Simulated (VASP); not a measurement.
Given:

```xyz
2
Lattice="0.0000 2.6214 2.6214 2.6214 0.0000 2.6214 2.6214 2.6214 0.0000" Properties=species:S:1:pos:R:3 pbc="T T T"
Eu     0.0000     0.0000     0.0000
O      2.6214     2.6214     2.6214
```

Method: PBE GGA, VASP's PBE PAW potentials (set 64) (plane waves; VASP). Numerical set-up: 520 eV cut-off, 8×8×8 Γ-centred mesh, Gaussian smearing of 0.050 eV, potentials Eu_2 O.

The 4f electrons are frozen in the core of the lanthanide potential, so 4f levels, which can set the real gap, and their magnetism are missing.

Task: Predict the energy per atom (σ→0), pressure, band gap (on the k-mesh) with the smallest direct gap where there is one.

Result: 
| Item | Value |
|---|---|
| band gap (on the k-mesh) | 2.93 eV |
| smallest direct gap (on the k-mesh) | 3.00 eV |
| energy per atom (σ→0) | -6.499 eV/atom |
| pressure | -12.09 GPa |

The compound is EuO in the rock salt structure. The cell was not relaxed at this level.
